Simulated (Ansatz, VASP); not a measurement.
**Bi2Se3: VASP beside Ansatz**

Aim: how closely do two programs agree when they are given the same cell, functional and k mesh? The cell is taken from a series of runs on this material, whose earlier steps may have relaxed, scaled, displaced or heated it; both programs get it as it stands.

Calculated with Ansatz 0.2.0; plane waves, with VASP 6.6.1 beside it; single point at PBEsol and single point at PBEsol with D3(BJ).

### Step 1. The structure

The cell holds 10 atoms: 6 Se and 4 Bi. Its edges and angles: a = 4.143 Å, b = 4.143 Å, c = 31.512 Å, α = 90.0°, β = 90.0°, γ = 120.0°. It derives from Bi2Se3 (Paraguanajuatite). As first built, before any earlier steps moved the atoms (in the runner's words): kind sheets cut from a layered crystal; sheets 2; fields 0 to 0.4 V/Å. Vacuum lies along c.

### Step 2. Ansatz: single point, PBEsol

Ansatz runs on its default PAW (the set named soft_2) files.

A single point gives forces, pressure and levels at one fixed geometry, so differences don't come from the geometry; what else differs is listed under the comparison.

Input file input.yaml:

```yaml
crystal:
  lattice:
    - [4.1430000001, 0.0, 0.0]
    - [-2.0715, 3.5879432479, 0.0]
    - [0.0, 0.0, 31.5115175999]
  atoms:
    - { symbol: Se, position: [0.0, 0.0, 0.7527817578] }
    - { symbol: Bi, position: [0.6666666667, 0.3333333333, 0.7040665307] }
    - { symbol: Se, position: [0.3333333333, 0.6666666667, 0.6442964838] }
    - { symbol: Bi, position: [0.0, 0.0, 0.5851397905] }
    - { symbol: Se, position: [0.6666666667, 0.3333333333, 0.5359361822] }
    - { symbol: Se, position: [0.3333333333, 0.6666666667, 0.4640638178] }
    - { symbol: Bi, position: [0.0, 0.0, 0.4148602095] }
    - { symbol: Se, position: [0.6666666667, 0.3333333333, 0.3557035162] }
    - { symbol: Bi, position: [0.3333333333, 0.6666666667, 0.2959334693] }
    - { symbol: Se, position: [0.0, 0.0, 0.2472182422] }
kpoints:
  mp_grid: { grid: [6, 6, 1] }
scf:
  occupations: { method: fermi_dirac, width: 0.02 }
  n_extra_bands: 16
hamiltonian:
  xc: pbesol
  pseudopotentials: { kind: paw }
output:
  forces: true
  write_potential: true
  volumetric_format: []
  dos:
    projected: true
    de: 0.05
    e_range: [-30, 12]
    method: { smearing: { sigma: 0.12, scheme: gaussian } }
  eigenstates:
    kpoints:
      - [0.33333333, 0.33333333, 0.0]
      - [0.31666667, 0.31666667, 0.0]
      - [0.3, 0.3, 0.0]
      - [0.28333333, 0.28333333, 0.0]
      - [0.26666667, 0.26666667, 0.0]
      - [0.25, 0.25, 0.0]
      - [0.23333333, 0.23333333, 0.0]
      - [0.21666667, 0.21666667, 0.0]
      - [0.2, 0.2, 0.0]
      - [0.18333333, 0.18333333, 0.0]
      - [0.16666667, 0.16666667, 0.0]
      - [0.15, 0.15, 0.0]
      - [0.13333333, 0.13333333, 0.0]
      - [0.11666667, 0.11666667, 0.0]
      - [0.1, 0.1, 0.0]
      - [0.08333333, 0.08333333, 0.0]
      - [0.06666667, 0.06666667, 0.0]
      - [0.05, 0.05, 0.0]
      - [0.03333333, 0.03333333, 0.0]
      - [0.01666667, 0.01666667, 0.0]
      - [0.0, 0.0, 0.0]
      - [0.02777778, 0.0, 0.0]
      - [0.05555556, 0.0, 0.0]
      - [0.08333333, 0.0, 0.0]
      - [0.11111111, 0.0, 0.0]
      - [0.13888889, 0.0, 0.0]
      - [0.16666667, 0.0, 0.0]
      - [0.19444444, 0.0, 0.0]
      - [0.22222222, 0.0, 0.0]
      - [0.25, 0.0, 0.0]
      - [0.27777778, 0.0, 0.0]
      - [0.30555556, 0.0, 0.0]
      - [0.33333333, 0.0, 0.0]
      - [0.36111111, 0.0, 0.0]
      - [0.38888889, 0.0, 0.0]
      - [0.41666667, 0.0, 0.0]
      - [0.44444444, 0.0, 0.0]
      - [0.47222222, 0.0, 0.0]
      - [0.5, 0.0, 0.0]
      - [0.48333333, 0.03333333, 0.0]
      - [0.46666667, 0.06666667, 0.0]
      - [0.45, 0.1, 0.0]
      - [0.43333333, 0.13333333, 0.0]
      - [0.41666667, 0.16666667, 0.0]
      - [0.4, 0.2, 0.0]
      - [0.38333333, 0.23333333, 0.0]
      - [0.36666667, 0.26666667, 0.0]
      - [0.35, 0.3, 0.0]
    e_range: [-8.0, 6.0]
    unfold:
      supercell_matrix: [[1, 0, 0], [0, 1, 0], [0, 0, 1]]
      layers:
        axis: 3
        edges: [0.12028, 0.325818, 0.421399, 0.578601, 0.674181, 0.879719]
```

Run with:

```
$ ansatz run input.yaml --threads 4 --pin off --max-ram 11264MiB --backend cpu --events-out ev --progress --plain --runs-dir out
```

Numbers of over 12 decimals in the logs are rounded to 6 here.

Output:

```text
scf.n_extra_bands = 16 over 78 filled bands (N_el = 156.0): the run solves 94 bands
Engine: ansatz 0.2.0, x86_64-unknown-linux-gnu
Pseudopotentials: kind: paw
Pseudopotential: Se, paw, valence charge 16, recommended cutoff 420 eV (normal), Se.paw.azcp
Pseudopotential: Bi, paw, valence charge 15, recommended cutoff 420 eV (normal), Bi.paw.azcp
Functional definition: PBEsol
  exchange = pbesol_x
  correlation = pbesol_c
Crystal: 10 atoms, lattice volume = 468.414 Å³
Basis set: ecut = 420 eV, 9021 PW (Γ), exchange–correlation on 60×60×432 points (8 copies of the dense FFT grid, shifted against one another)
Bands: 94, of which v1, the nominal top of the filled ones, is band 78 counted from 1 (77 counted from 0)
Symmetry: 12 space group operations
Space group: P-3m1 (ITA 164), of the structure as read, at distance tolerance 7.8e-5 Å
k-points: 7 of 36
Non-local potential: Se, projectors of the file, l = 0: 2, l = 1: 2, l = 2: 3, l = 3: 1
Non-local potential: Bi, projectors of the file, l = 0: 2, l = 1: 2, l = 2: 2, l = 3: 2
PAW form: soft (Blöchl's): semilocal exchange-correlation on the pseudo side does not see the compensation charge
PAW frozen core: Se, regenerated for the run's functional, and the local potential with it (the file was generated under x = pbe(κ = 0.804, μ = 0.219515), c = pbe(β = 0.066725))
PAW frozen core: Bi, regenerated for the run's functional, and the local potential with it (the file was generated under x = pbe(κ = 0.804, μ = 0.219515), c = pbe(β = 0.066725))
PAW one-centre angular grid: Se, 590 points (default); XC on 64 Gauss nodes
PAW one-centre angular grid: Bi, 590 points (default); XC on 64 Gauss nodes
Initial density: superposition of atomic densities (neutral atoms: chi_scale 0, normalization atom), corrected by the library's trained network
Initial wavefunctions: pseudopotential atomic-orbital guess
Functional: x = pbesol(κ = 0.804, μ = 0.123457), c = pbesol(β = 0.046)
SCF iter   1: F=—  HF=-81516.908627 eV  |F-HF|=—  |Δ(HF+E_count)|=         —  Δρ=2.52e-3  dr2=1.05e-1  ethr=1.77e-3  ⟨swp⟩=7.1  Hψ=2656  notcnv=0  defer=21
preconditioner: auto → Resta (q_TF=auto, 2.271 Å⁻¹)  ε∞=2.9  [insulator: Δε(μ)=0.373 eV  Ē_g=9.363 eV  σ=0.020 eV  W_gap=1.00  n_scr=112 (ndim 8)  ℏωp=12.8 eV  f_vac=0.412  D(μ)=0.00/eV (n_scr^D=0)  ε∞_Penn≈2.9  vacuum switching on, ρ_ref=6.4e-3 e/Å³]
SCF iter   2: F=—  HF=-81516.901571 eV  |F-HF|=—  |Δ(HF+E_count)|=   7.06e-3  Δρ=1.60e-3  dr2=1.73e-1  ethr=6.71e-5  ⟨swp⟩=3.0  Hψ=968  notcnv=0  defer=62
SCF iter   3: F=—  HF=-81516.896092 eV  |F-HF|=—  |Δ(HF+E_count)|=   5.48e-3  Δρ=1.15e-3  dr2=1.02e-1  ethr=6.71e-5  ⟨swp⟩=2.4  Hψ=750  notcnv=0  defer=62
SCF iter   4: F=—  HF=-81516.891260 eV  |F-HF|=—  |Δ(HF+E_count)|=   4.83e-3  Δρ=5.66e-4  dr2=9.99e-3  ethr=6.56e-5  ⟨swp⟩=2.0  Hψ=662  notcnv=0  defer=62
SCF iter   5: F=—  HF=-81516.890660 eV  |F-HF|=—  |Δ(HF+E_count)|=   6.00e-4  Δρ=2.55e-4  dr2=9.72e-4  ethr=6.41e-6  ⟨swp⟩=2.0  Hψ=622  notcnv=0  defer=62
SCF iter   6: F=—  HF=-81516.890695 eV  |F-HF|=—  |Δ(HF+E_count)|=   3.49e-5  Δρ=7.05e-5  dr2=3.23e-5  ethr=6.23e-7  ⟨swp⟩=2.0  Hψ=674  notcnv=0  defer=62
SCF iter   7: F=—  HF=-81516.890908 eV  |F-HF|=—  |Δ(HF+E_count)|=   2.13e-4  Δρ=1.42e-5  dr2=1.79e-6  ethr=2.07e-8  ⟨swp⟩=2.0  Hψ=842  notcnv=0  defer=62
SCF iter   8: F=—  HF=-81516.890909 eV  |F-HF|=—  |Δ(HF+E_count)|=   1.27e-6  Δρ=5.91e-6  dr2=2.31e-7  ethr=1.15e-9  ⟨swp⟩=2.0  Hψ=1142  notcnv=0  defer=62
SCF iter   9: F=-81516.890909 eV  HF=-81516.890909 eV  |F-HF|=1.55e-8  |Δ(HF+E_count)|=   2.60e-7  Δρ=1.59e-6  dr2=3.67e-8  ethr=6.41e-11  ⟨swp⟩=20.1  Hψ=6066  notcnv=0
SCF 1 converged in 9 iterations: F = -81516.890909 eV  dr2 = 3.67e-8
  greatest PAW one-centre occupation: 1.000 electrons in one spin orbital (limit 2), on the Se atom at site 5 (counted from 0), in its partial waves of l = 2
NSCF: frozen V_eff on 48 k-points
SCF converged after 9 iterations
Free energy (F): -81516.890909 eV
Harris-Foulkes:  -81516.890909 eV  (|F-HF|=1.55e-8)
Internal energy: -81516.890908 eV  (E = F + TS)
E sigma→0 (E₀):  -81516.890909 eV
Entropy (-TS):   -0.000001 eV (-0.000 meV/atom)
Fermi energy:    3.158263 eV
--- Per-component energies (eV) ---
  E_band       = -3585.123731
  E_kinetic    = 1917.725353
  E_local      = -163202.399026  (includes V_loc(G=0)·N_el)
  E_nonlocal   = -1300.265061
  E_hartree    = 80004.556234
  E_xc         = -1224.165431
  E_vxc        = -1168.262193  (∫ρ·V_xc dr)
  E_paw        = -53243.066767  (= ΣΔE_a)
  E_vpaw       = 158.994778  (= ΣTr[D̂ρ^β])
  E_aug_tail   = -0.005441  (compensation charges beyond the density's cutoff)
  E_ewald      = 55524.319519
  E_core_change = 6.409712  (= ΣΔE_core)
  E_smearing   = -0.000001  (= −TS)
  E_closure    = -0.000000  (closes the sum)
  Σ components = -81516.890909   (vs F -81516.890909, Δ=0.00e0)
--- Forces (eV/Å), atoms counted from 1 ---
  atom   1  Se    -0.00000000     0.00000000     0.07740548
  atom   2  Bi     0.00000000     0.00000000     0.08836947
  atom   3  Se     0.00000000    -0.00000000     0.02295319
  atom   4  Bi    -0.00000000    -0.00000000     0.02229881
  atom   5  Se     0.00000000     0.00000000    -0.01991724
  atom   6  Se     0.00000000    -0.00000000     0.01991724
  atom   7  Bi     0.00000000     0.00000000    -0.02229881
  atom   8  Se    -0.00000000     0.00000000    -0.02295319
  atom   9  Bi     0.00000000    -0.00000000    -0.08836947
  atom  10  Se     0.00000000     0.00000000    -0.07740548
  max |Σ_I F_I| component: 4.38e-17 eV/Å
--- Band table (eV; the first three rows and the last of 7) ---
  k-point 0: bands = [... 74 lower, 1.9843, 2.1138, 2.1588, 2.9527, 3.3634, 3.8309, 4.5879, 4.5879, ... 12 higher]
  k-point 1: bands = [... 74 lower, 2.0969, 2.3761, 2.6424, 2.8380, 4.1162, 4.4479, 4.9664, 4.9824, ... 12 higher]
  k-point 2: bands = [... 74 lower, 1.9412, 2.0427, 2.2948, 2.7730, 4.2149, 4.7138, 5.2634, 5.4868, ... 12 higher]
  k-point 6: bands = [... 74 lower, 1.9611, 2.4048, 2.4048, 2.6981, 5.1056, 5.1056, 5.6418, 5.9924, ... 12 higher]
```

Reading the cycles: dr2 is the Hartree energy of the density residual (eV), the measure of convergence; HF is the Harris–Foulkes estimate of the energy, which meets the free energy F at convergence.

### Step 3. VASP: single point, PBEsol

The same cell, functional, mesh and smearing now go to VASP, with its own data sets and cutoff.

Lines of VASP's logs that name or quote its potential files are left out, and so is its time.

Input file INCAR:

```
SYSTEM = Bi2Se3
PREC = Accurate
ENCUT = 400
EDIFF = 1E-06
NELM = 100
ISMEAR = -1
SIGMA = 0.02
LREAL = .FALSE.
ALGO = Normal
GGA = PS
NBANDS = 59
LORBIT = 11
LWAVE = .FALSE.
LCHARG = .FALSE.
KPAR = 4
ISIF = 0
```

Input file POSCAR:

```
Bi2Se3
1.0
    4.1430000001      0.0000000000      0.0000000000
   -2.0715000000      3.5879432479      0.0000000000
    0.0000000000      0.0000000000     31.5115175999
Se Bi
6 4
Direct
    0.0000000000      0.0000000000      0.7527817578
    0.3333333333      0.6666666667      0.6442964838
    0.6666666667      0.3333333333      0.5359361822
    0.3333333333      0.6666666667      0.4640638178
    0.6666666667      0.3333333333      0.3557035162
    0.0000000000      0.0000000000      0.2472182422
    0.6666666667      0.3333333333      0.7040665307
    0.0000000000      0.0000000000      0.5851397905
    0.0000000000      0.0000000000      0.4148602095
    0.3333333333      0.6666666667      0.2959334693
```

Input file KPOINTS:

```
Automatic mesh
0
Gamma
6 6 1
0 0 0
```

The projector-augmented-wave data sets are Se and Bi_d (PBE family, release 64).

Run with:

```
$ mpirun -np 4 vasp_std
```

Output:

```text
[banner, memory and clock lines left out]
running    4 mpi-ranks, on    1 nodes
 distrk:  each k-point on    1 cores,    4 groups
 distr:  one band on    1 cores,    1 groups

 POSCAR found type information on POSCAR SeBi
 POSCAR found :  2 types and      10 ions
|                                                                             |
|               ----> ADVICE to this user running VASP <----                  |
|                                                                             |
|     You enforced a specific xc type in the INCAR file but a different       |
|     [... a line on the potential file left out ...]
|     I HOPE YOU KNOW WHAT YOU ARE DOING!                                     |
|                                                                             |

 LDA part: xc-table for (Slater+PW92), standard interpolation
 POSCAR, INCAR and KPOINTS ok, starting setup
 FFT: planning ... GRIDC
 FFT: planning ... GRID_SOFT
 FFT: planning ... GRID
 WAVECAR not read
 entering main loop
       N       E                     dE             d eps       ncg     rms          rms(c)
DAV:   1     0.854492461350E+03    0.85449E+03   -0.39016E+04  1002   0.123E+03
DAV:   2     0.583616539352E+02   -0.79613E+03   -0.77077E+03   931   0.342E+02
DAV:   3    -0.406349301291E+02   -0.98997E+02   -0.96841E+02  1012   0.147E+02
DAV:   4    -0.451732419236E+02   -0.45383E+01   -0.44909E+01   964   0.326E+01
DAV:   5    -0.453976576257E+02   -0.22442E+00   -0.22410E+00  1126   0.674E+00    0.719E+00
DAV:   6    -0.439578060526E+02    0.14399E+01   -0.25240E+00  1025   0.785E+00    0.446E+00
DAV:   7    -0.439529698241E+02    0.48362E-02   -0.86205E-01  1076   0.333E+00    0.198E+00
DAV:   8    -0.439646593849E+02   -0.11690E-01   -0.11664E-01  1011   0.205E+00    0.676E-01
DAV:   9    -0.439573773570E+02    0.72820E-02   -0.25826E-02   980   0.149E+00    0.320E-01
DAV:  10    -0.439544684994E+02    0.29089E-02   -0.71028E-03  1059   0.706E-01    0.139E-01
DAV:  11    -0.439550089932E+02   -0.54049E-03   -0.60847E-03   924   0.307E-01    0.679E-02
DAV:  12    -0.439550527692E+02   -0.43776E-04   -0.70519E-04  1283   0.115E-01    0.455E-02
DAV:  13    -0.439550886219E+02   -0.35853E-04   -0.10616E-04   996   0.662E-02    0.199E-02
DAV:  14    -0.439551063029E+02   -0.17681E-04   -0.15369E-05   945   0.340E-02    0.612E-03
DAV:  15    -0.439551209553E+02   -0.14652E-04   -0.33360E-06   868   0.109E-02    0.395E-03
DAV:  16    -0.439551411103E+02   -0.20155E-04   -0.16787E-06   550   0.624E-03    0.266E-03
DAV:  17    -0.439551489145E+02   -0.78042E-05   -0.35503E-07   476   0.427E-03    0.158E-03
DAV:  18    -0.439551697136E+02   -0.20799E-04   -0.33122E-07   542   0.363E-03    0.875E-04
DAV:  19    -0.439551852915E+02   -0.15578E-04   -0.29887E-07   588   0.312E-03    0.128E-03
DAV:  20    -0.439551906463E+02   -0.53548E-05   -0.95313E-08   518   0.172E-03    0.887E-04
DAV:  21    -0.439551938610E+02   -0.32147E-05   -0.72301E-08   548   0.130E-03    0.352E-04
DAV:  22    -0.439551941366E+02   -0.27553E-06   -0.24789E-08   464   0.129E-03
   1 F= -.43955194E+02 E0= -.43955194E+02  d E =-.102141E-05
```

Parts of OUTCAR (step 3):

```text
ion  position               nearest neighbor table
   1  0.000  0.000  0.753-   7 2.84   7 2.84   7 2.84
   2  0.333  0.667  0.644-   8 3.03   8 3.03   8 3.03   7 3.04   7 3.04   7 3.04
   3  0.667  0.333  0.536-   8 2.85   8 2.85   8 2.85
   4  0.333  0.667  0.464-   9 2.85   9 2.85   9 2.85
   5  0.667  0.333  0.356-   9 3.03   9 3.03   9 3.03  10 3.04  10 3.04  10 3.04
   6  0.000  0.000  0.247-  10 2.84  10 2.84  10 2.84
   7  0.667  0.333  0.704-   1 2.84   1 2.84   1 2.84   2 3.04   2 3.04   2 3.04
   8  0.000  0.000  0.585-   3 2.85   3 2.85   3 2.85   2 3.03   2 3.03   2 3.03
   9  0.000  0.000  0.415-   4 2.85   4 2.85   4 2.85   5 3.03   5 3.03   5 3.03
  10  0.333  0.667  0.296-   6 2.84   6 2.84   6 2.84   5 3.04   5 3.04   5 3.04

  LATTYP: Found a hexagonal cell.
 ALAT       =     4.1430000001
 C/A-ratio  =     7.6059661113

 Subroutine GETGRP returns: Found 12 space group operations
 (whereof 12 operations were pure point group operations)

The static configuration has the point symmetry D_3d.

 Found      7 irreducible k-points:

   k-points           NKPTS =      7   k-points in BZ     NKDIM =      7   number of bands    NBANDS=     59

   dimension x,y,z NGX =    28 NGY =   28 NGZ =  210
   dimension x,y,z NGXF=    56 NGYF=   56 NGZF=  420

   ENCUT  =  400.0 eV  29.40 Ry    5.42 a.u.   6.76  6.76 51.39*2*pi/ulx,y,z

   NELECT =      96.0000    total number of electrons

 k-points in reciprocal lattice and weights: Automatic mesh
   0.00000000  0.00000000  0.00000000       0.028
   0.16666667  0.00000000  0.00000000       0.167
   0.33333333 -0.00000000  0.00000000       0.167
   0.50000000  0.00000000  0.00000000       0.083
   0.16666667  0.16666667  0.00000000       0.167
   0.33333333  0.16666667  0.00000000       0.333
   0.33333333  0.33333333  0.00000000       0.056

 average (electrostatic) potential at core
       1 -57.0396       2 -57.1028       3 -57.2216       4 -57.2216       5 -57.1028
       6 -57.0396       7-110.1365       8-110.1308       9-110.1308      10-110.1365

 E-fermi :   0.6685

 k-point     1 :       0.0000    0.0000    0.0000
  band No.  band energies     occupation
    ...
     44      -0.5034      2.00000
     45      -0.5034      2.00000
     46      -0.3761      2.00000
     47      -0.3341      2.00000
     48       0.4662      1.99992
     49       0.8704      0.00008
     50       1.3363      0.00000
     51       2.0956      0.00000
     52       2.0956      0.00000
     53       2.3611      0.00000
    ...

 k-point     2 :       0.1667    0.0000    0.0000
  band No.  band energies     occupation
    ...
     44      -0.5536      2.00000
     45      -0.3904      2.00000
     46      -0.1123      2.00000
     47       0.1541      2.00000
     48       0.3493      2.00000
     49       1.6220      0.00000
     50       1.9534      0.00000
     51       2.4750      0.00000
     52       2.4910      0.00000
     53       2.7653      0.00000
    ...

 k-point     3 :       0.3333   -0.0000    0.0000
  band No.  band energies     occupation
    ...
     44      -0.7612      2.00000
     45      -0.5485      2.00000
     46      -0.4447      2.00000
     47      -0.1940      2.00000
     48       0.2822      2.00000
     49       1.7219      0.00000
     50       2.2206      0.00000
     51       2.7733      0.00000
     52       2.9939      0.00000
     53       3.1875      0.00000
    ...

  energy-cutoff  :      400.00
  volume of cell :      468.41
      direct lattice vectors                 reciprocal lattice vectors
     4.143000000  0.000000000  0.000000000     0.241370987  0.139355604  0.000000000
    -2.071500000  3.587943248  0.000000000     0.000000000  0.278711209  0.000000000
     0.000000000  0.000000000 31.511517600     0.000000000  0.000000000  0.031734428

 POSITION                                       TOTAL-FORCE (eV/Angst)
 -----------------------------------------------------------------------------------
      0.00000      0.00000     23.72130         0.000000     -0.000000      0.094504
     -0.00000      2.39196     20.30276         0.000000      0.000000      0.022541
      2.07150      1.19598     16.88816         0.000000     -0.000000     -0.038419
     -0.00000      2.39196     14.62336        -0.000000      0.000000      0.038419
      2.07150      1.19598     11.20876        -0.000000     -0.000000     -0.022541
      0.00000      0.00000      7.79022        -0.000000      0.000000     -0.094504
      2.07150      1.19598     22.18620        -0.000000      0.000000      0.078220
      0.00000      0.00000     18.43864        -0.000000     -0.000000      0.035606
      0.00000      0.00000     13.07287         0.000000      0.000000     -0.035606
     -0.00000      2.39196      9.32531         0.000000      0.000000     -0.078220
 -----------------------------------------------------------------------------------
    total drift:                               -0.000000      0.000000      0.000000

  FREE ENERGIE OF THE ION-ELECTRON SYSTEM (eV)
  ---------------------------------------------------
  free  energy   TOTEN  =       -43.9551941366 eV

  energy  without entropy=      -43.9551931152  energy(sigma->0) =      -43.95519363

 total charge
# of ion       s       p       d       tot
------------------------------------------
    1        1.485   2.274   0.020   3.778
    2        1.474   2.319   0.024   3.817
    3        1.497   2.248   0.027   3.772
    4        1.497   2.248   0.027   3.772
    5        1.474   2.319   0.024   3.817
    6        1.485   2.274   0.020   3.778
    7        1.613   1.071   9.966  12.650
    8        1.610   1.085   9.965  12.660
    9        1.610   1.085   9.965  12.660
   10        1.613   1.071   9.966  12.650
--------------------------------------------------
tot         15.357  17.991  40.004  73.353

[... 3 further parts left out ...]
```

### Step 4. Differences

Known differences besides the potentials themselves: the data sets hold 156 valence electrons in Ansatz (default PAW (the set named soft_2) files) and 96 in VASP; the cutoff is 420 eV in Ansatz and 400 eV in VASP; Ansatz makes its cores anew for this functional, VASP keeps those of its PBE data sets; VASP leaves aspherical gradient terms in its spheres out (LASPH is not set), Ansatz keeps them. Total energies have different zeros and are not compared.

Compared:

| quantity | Ansatz | VASP | difference |
| --- | --- | --- | --- |
| gap on the k mesh (eV) | 0.411 | 0.404 | +0.006 |

Forces (eV/Å; atoms numbered as in POSCAR):

| atom | Ansatz x, y, z | VASP x, y, z |
| --- | --- | --- |
| Se1 | 0.000, 0.000, 0.077 | 0.000, 0.000, 0.095 |
| Se2 | 0.000, 0.000, 0.023 | 0.000, 0.000, 0.023 |
| Se3 | 0.000, 0.000, -0.020 | 0.000, 0.000, -0.038 |
| Se4 | 0.000, 0.000, 0.020 | 0.000, 0.000, 0.038 |
| Se5 | 0.000, 0.000, -0.023 | 0.000, 0.000, -0.023 |
| Se6 | 0.000, 0.000, -0.077 | 0.000, 0.000, -0.095 |
| Bi7 | 0.000, 0.000, 0.088 | 0.000, 0.000, 0.078 |
| Bi8 | 0.000, 0.000, 0.022 | 0.000, 0.000, 0.036 |
| Bi9 | 0.000, 0.000, -0.022 | 0.000, 0.000, -0.036 |
| Bi10 | 0.000, 0.000, -0.088 | 0.000, 0.000, -0.078 |

The forces differ by 7.8 meV/Å r.m.s., which is 22.4 % of the r.m.s. force of 0.03 eV/Å (both taken over all components). A gap on the mesh is an upper bound, since the band edges may lie between its points; neither run holds spin-orbit coupling, which can move the band edges of a compound of Bi.

(Continued in part 2 of 2.)

[Lines on the potential files, build, host, timing and source positions are cut from VASP's logs without a mark.]

[Logs are printed without paths, hosts, clocks, repeated set-up lines and the standing remarks that a program may print on its own settings, such as how far it seeks lower states.]

[Hosts, paths, dates, database ids (printed as entryN), source tags and the programs' standing remarks are cut or masked in the printed files.]
